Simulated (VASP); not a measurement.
All values below come from PBE GGA with D3 dispersion (Becke-Johnson damping), VASP's PBE PAW potentials (set 64) (plane waves; VASP).

VASP input:

### KPOINTS
```
kpoints
0
G
 11 11 6
0 0 0
```

File POSCAR:
```
Tb
1
    1.8000000000    -3.1176910000     0.0000000000
    1.8000000000     3.1176910000     0.0000000000
    0.0000000000     0.0000000000     5.6900000000
Tb
2
Direct
  0.3333330000   0.6666670000   0.2500000000
  0.6666670000   0.3333330000   0.7500000000
```

**INCAR**
```
# general
SYSTEM  = Tb
PREC    = Accurate
ENCUT   = 520
LREAL   = .FALSE.
LASPH   = .TRUE.

# electronic loop
EDIFF   = 1E-6
NELM    = 100
ALGO    = Normal
LMAXMIX = 6

# smearing
ISMEAR  = 1
SIGMA   = 0.1

# functional
GGA     = PE
IVDW    = 12

# ions
IBRION  = 2
NSW     = 60
ISIF    = 3
EDIFFG  = -0.01

# output
LWAVE   = .FALSE.
LCHARG  = .FALSE.
```

POTCAR, in this order: Tb_3 (PBE.64 set). Program: vasp_std.

What VASP printed:

OUTCAR:
```
 ion  position               nearest neighbor table
   1  0.333  0.667  0.250-   2 3.52   2 3.52   2 3.52   2 3.52   2 3.52   2 3.52
   2  0.667  0.333  0.750-   1 3.52   1 3.52   1 3.52   1 3.52   1 3.52   1 3.52
  LATTYP: Found a hexagonal cell.
 ALAT       =     3.5999996072
 C/A-ratio  =     1.5805557280
 Subroutine PRICEL returns:
 Original cell was already a primitive cell.
 Subroutine GETGRP returns: Found 24 space group operations
The static configuration has the point symmetry D_3d.
 The point group associated with its full space group is D_6h.
The dynamic configuration has the point symmetry D_3d.
 Subroutine INISYM returns: Found 24 space group operations
 Subroutine IBZKPT returns following result:
 Found     64 irreducible k-points:

 Following reciprocal coordinates:
            Coordinates               Weight
  0.000000  0.000000  0.000000      1.000000
  0.090909 -0.000000  0.000000      6.000000
  0.181818  0.000000  0.000000      6.000000
  0.272727 -0.000000  0.000000      6.000000
  0.363636 -0.000000  0.000000      6.000000
  0.454545  0.000000  0.000000      6.000000
  0.090909  0.090909  0.000000      6.000000
  0.181818  0.090909  0.000000     12.000000
  0.272727  0.090909  0.000000     12.000000
  0.363636  0.090909  0.000000     12.000000
  0.454545  0.090909  0.000000      6.000000
  0.181818  0.181818  0.000000      6.000000
  0.272727  0.181818  0.000000     12.000000
  0.363636  0.181818  0.000000     12.000000
  0.272727  0.272727  0.000000      6.000000
  0.363636  0.272727  0.000000      6.000000
  0.000000  0.000000  0.166667      2.000000
  0.090909 -0.000000  0.166667     12.000000
  0.181818  0.000000  0.166667     12.000000
  0.272727 -0.000000  0.166667     12.000000
  0.363636 -0.000000  0.166667     12.000000
  0.454545  0.000000  0.166667     12.000000
  0.090909  0.090909  0.166667     12.000000
  0.181818  0.090909  0.166667     24.000000
  0.272727  0.090909  0.166667     24.000000
  0.363636  0.090909  0.166667     24.000000
  0.454545  0.090909  0.166667     12.000000
  0.181818  0.181818  0.166667     12.000000
  0.272727  0.181818  0.166667     24.000000
  0.363636  0.181818  0.166667     24.000000
  0.272727  0.272727  0.166667     12.000000
  0.363636  0.272727  0.166667     12.000000
  0.000000  0.000000  0.333333      2.000000
  0.090909 -0.000000  0.333333     12.000000
  0.181818  0.000000  0.333333     12.000000
  0.272727 -0.000000  0.333333     12.000000
  0.363636 -0.000000  0.333333     12.000000
  0.454545  0.000000  0.333333     12.000000
  0.090909  0.090909  0.333333     12.000000
  0.181818  0.090909  0.333333     24.000000
   k-points           NKPTS =     64   k-points in BZ     NKDIM =     64   number of bands    NBANDS=     13
   number of dos      NEDOS =    301   number of ions     NIONS =      2
   total plane-waves  NPLWV =  32928
   dimension x,y,z NGX =    28 NGY =   28 NGZ =   42
   dimension x,y,z NGXF=    56 NGYF=   56 NGZF=   84
   ions per type =               2
   PREC   = accura    normal or accurate (medium, high low for compatibility)
   ISTART =      0    job   : 0-new  1-cont  2-samecut
   ICHARG =      2    charge: 1-file 2-atom 10-const
   ISPIN  =      1    spin polarized calculation?
   LNONCOLLINEAR =      F non collinear calculations
   LSORBIT =      F    spin-orbit coupling
   INIWAV =      1    electr: 0-lowe 1-rand  2-diag
   ENCUT  =  520.0 eV  38.22 Ry    6.18 a.u.   6.69  6.69 10.58*2*pi/ulx,y,z
   NELM   =    100;   NELMIN=  2; NELMDL= -5     # of ELM steps
   EDIFF  = 0.1E-05   stopping-criterion for ELM
   LREAL  =      F    real-space projection
...
```

File OSZICAR:
```
       N       E                     dE             d eps       ncg     rms          rms(c)
DAV:   1     0.420820616355E+02    0.42082E+02   -0.89267E+03  1664   0.123E+03
DAV:   2    -0.692444395479E+01   -0.49007E+02   -0.47976E+02  1794   0.258E+02
DAV:   3    -0.905666244861E+01   -0.21322E+01   -0.19569E+01  2289   0.311E+01
DAV:   4    -0.910500372650E+01   -0.48341E-01   -0.47393E-01  1905   0.464E+00
DAV:   5    -0.910624320478E+01   -0.12395E-02   -0.12387E-02  2362   0.609E-01    0.236E+01
DAV:   6    -0.910786433697E+01   -0.16211E-02   -0.21875E-02  2015   0.125E+00    0.141E+01
DAV:   7    -0.911661214783E+01   -0.87478E-02   -0.40001E-02  1966   0.170E+00    0.221E-01
DAV:   8    -0.911629353596E+01    0.31861E-03   -0.21955E-03  1899   0.381E-01    0.598E-02
DAV:   9    -0.911630014222E+01   -0.66063E-05   -0.21587E-04  2049   0.116E-01    0.318E-02
DAV:  10    -0.911629381875E+01    0.63235E-05   -0.34531E-05  1909   0.435E-02    0.408E-02
DAV:  11    -0.911629472570E+01   -0.90695E-06   -0.49832E-06  1839   0.168E-02
   1 F= -.98259891E+01 E0= -.98261818E+01  d E =-.982599E+01
       N       E                     dE             d eps       ncg     rms          rms(c)
DAV:   1    -0.918804471089E+01   -0.71751E-01   -0.19135E+00  1664   0.111E+01    0.166E+00
DAV:   2    -0.912443139523E+01    0.63613E-01   -0.13017E-01  1694   0.314E+00    0.789E-01
DAV:   3    -0.909659439103E+01    0.27837E-01   -0.71972E-02  1794   0.212E+00    0.301E-01
DAV:   4    -0.909662405506E+01   -0.29664E-04   -0.39275E-03  1984   0.550E-01    0.232E-01
DAV:   5    -0.909663705453E+01   -0.12999E-04   -0.50329E-04  1719   0.156E-01    0.269E-02
DAV:   6    -0.909663322167E+01    0.38329E-05   -0.38572E-05  2052   0.482E-02    0.160E-02
DAV:   7    -0.909663007944E+01    0.31422E-05   -0.32847E-06  1688   0.163E-02    0.249E-03
DAV:   8    -0.909663015436E+01   -0.74914E-07   -0.11079E-07   897   0.300E-03
   2 F= -.98347818E+01 E0= -.98348069E+01  d E =-.879275E-02
       N       E                     dE             d eps       ncg     rms          rms(c)
DAV:   1    -0.910241360676E+01   -0.57835E-02   -0.34681E-02  1664   0.150E+00    0.227E-01
DAV:   2    -0.910127055734E+01    0.11430E-02   -0.23708E-03  1694   0.423E-01    0.106E-01
DAV:   3    -0.910076843516E+01    0.50212E-03   -0.12390E-03  1824   0.277E-01    0.393E-02
DAV:   4    -0.910076425057E+01    0.41846E-05   -0.77477E-05  1964   0.769E-02    0.298E-02
DAV:   5    -0.910075987376E+01    0.43768E-05   -0.91668E-06  1704   0.210E-02    0.395E-03
DAV:   6    -0.910075964239E+01    0.23137E-06   -0.64132E-07   862   0.677E-03
   3 F= -.98350097E+01 E0= -.98350576E+01  d E =-.902060E-02
       N       E                     dE             d eps       ncg     rms          rms(c)
DAV:   1    -0.910128706331E+01   -0.52719E-03   -0.56700E-04  1664   0.192E-01    0.296E-02
DAV:   2    -0.910126808985E+01    0.18973E-04   -0.39063E-05  1699   0.542E-02    0.138E-02
DAV:   3    -0.910125988862E+01    0.82012E-05   -0.20663E-05  1814   0.357E-02    0.498E-03
DAV:   4    -0.910125959298E+01    0.29564E-06   -0.11288E-06   951   0.993E-03
   4 F= -.98350066E+01 E0= -.98350573E+01  d E =-.901749E-02
       N       E                     dE             d eps       ncg     rms          rms(c)
DAV:   1    -0.910210092218E+01   -0.84103E-03   -0.15523E-02  1674   0.925E-01    0.823E-02
DAV:   2    -0.910189306110E+01    0.20786E-03   -0.27927E-04  1939   0.145E-01    0.495E-02
DAV:   3    -0.910180287190E+01    0.90189E-04   -0.10827E-04  2058   0.823E-02    0.259E-02
DAV:   4    -0.910180097870E+01    0.18932E-05   -0.20222E-05  2175   0.341E-02    0.135E-02
DAV:   5    -0.910180074328E+01    0.23542E-06   -0.59676E-07   877   0.665E-03
   5 F= -.98351532E+01 E0= -.98352038E+01  d E =-.146614E-03
       N       E                     dE             d eps       ncg     rms          rms(c)
DAV:   1    -0.910291133298E+01   -0.11104E-02   -0.27477E-02  1674   0.123E+00    0.108E-01
DAV:   2    -0.910254660562E+01    0.36473E-03   -0.49124E-04  1934   0.192E-01    0.664E-02
DAV:   3    -0.910238796300E+01    0.15864E-03   -0.19111E-04  2058   0.109E-01    0.345E-02
DAV:   4    -0.910238474423E+01    0.32188E-05   -0.35634E-05  2185   0.453E-02    0.177E-02
DAV:   5    -0.910238449098E+01    0.25325E-06   -0.10269E-06   892   0.869E-03
   6 F= -.98352170E+01 E0= -.98352620E+01  d E =-.210425E-03
```

File OUTCAR:
```
------------------------ aborting loop because EDIFF is reached ----------------------------------------
 Edisp (eV)   -0.73283
  FORCE on cell =-STRESS in cart. coord.  units (eV):
  Direction    XX          YY          ZZ          XY          YZ          ZX
  --------------------------------------------------------------------------------------
  Total      -0.00699    -0.00699    -0.00805     0.00000     0.00000     0.00000
  in kB      -0.18089    -0.18089    -0.20831     0.00000     0.00000     0.00000
  external pressure =       -0.19 kB  Pullay stress =        0.00 kB
  volume of cell :       61.94
      direct lattice vectors                 reciprocal lattice vectors
     1.788604882 -3.097954085  0.000000000     0.279547487 -0.161396840  0.000000000
     1.788604882  3.097954085  0.000000000     0.279547487  0.161396840 -0.000000000
     0.000000000  0.000000000  5.588840720    -0.000000000  0.000000000  0.178927983
 POSITION                                       TOTAL-FORCE (eV/Angst)
 -----------------------------------------------------------------------------------
      1.78860      1.03265      1.39721        -0.000000      0.000000      0.000000
      1.78860     -1.03265      4.19163         0.000000     -0.000000      0.000000
 -----------------------------------------------------------------------------------
    total drift:                                0.000003      0.000106     -0.000011
  FREE ENERGIE OF THE ION-ELECTRON SYSTEM (eV)
  ---------------------------------------------------
  free  energy   TOTEN  =        -9.8352169950 eV

  energy  without entropy=       -9.8353520393  energy(sigma->0) =       -9.83526201

 reached required accuracy - stopping structural energy minimisation
```
(Selected blocks of OUTCAR.)

### CONTCAR
```
Tb
   1.00000000000000
     1.7886048818424936   -3.0979540850608722    0.0000000000000000
     1.7886048818424936    3.0979540850608722    0.0000000000000000
     0.0000000000000000    0.0000000000000000    5.5888407202094479
  Tb
     2
Direct
     0.3333330000000032    0.6666669999999968    0.2500000000000000
     0.6666669999999968    0.3333330000000032    0.7500000000000000
```

The 4f electrons are frozen in the core of the lanthanide potential, so 4f levels, which can set the real gap, and their magnetism are missing. Energy and stress use the plane-wave basis of the starting cell.

The compound is Tb in the hcp structure. This run relaxes it. Symmetry was kept, so distortions that lower it aren't found.
